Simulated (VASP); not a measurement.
Input of a VASP 6.6.1 run:

Contents of INCAR:

```
SYSTEM = Be3Te2O
ALGO = Fast ; EDIFF = 1E-4
EDIFFG = -0.08 ; ENCUT = 520
GGA = PE ; IBRION = 2
ISIF = 3 ; ISMEAR = 0
LASPH = .True. ; LCHARG = .False.
LREAL = .False. ; LWAVE = .False.
NELM = 60 ; NSW = 24
PREC = Normal ; SIGMA = 0.15
```

File KPOINTS:

```
k-points
0
Gamma
  3 3 4
  0 0 0
```

Contents of POSCAR:

```
Be3Te2O
1.0
    5.3226231100      0.0000000000      0.0000000000
   -2.6613115500      4.6095268300      0.0000000000
    0.0000000000      0.0000000000      3.9243156100
Be Te O
3 2 1
Direct
    0.5000000000      0.0000000000      0.5000000000
    0.0000000000      0.5000000000      0.5000000000
    0.5000000000      0.5000000000      0.5000000000
    0.3333333300      0.6666666700      0.0000000000
    0.6666666700      0.3333333300      0.0000000000
    0.0000000000      0.0000000000      0.5000000000
```

Potentials or basis: VASP PAW PBE potentials, release 64 (Be, Te, O).

Launch:

```bash
$ cat potpaw_PBE.64/Be/POTCAR potpaw_PBE.64/Te/POTCAR potpaw_PBE.64/O/POTCAR > POTCAR
$ mpirun -np 1 vasp_std > vasp.out
```

(1) What does it give for the space group after relaxing (to 0.05 Å)?

(2) Estimate the relaxed volume.

## Answers

(1) P6/mmm (No. 191).

(2) 17.48 Å³/atom.

Caveat: the k mesh is coarse (spacing up to 0.45 Å⁻¹), so the values aren't converged.
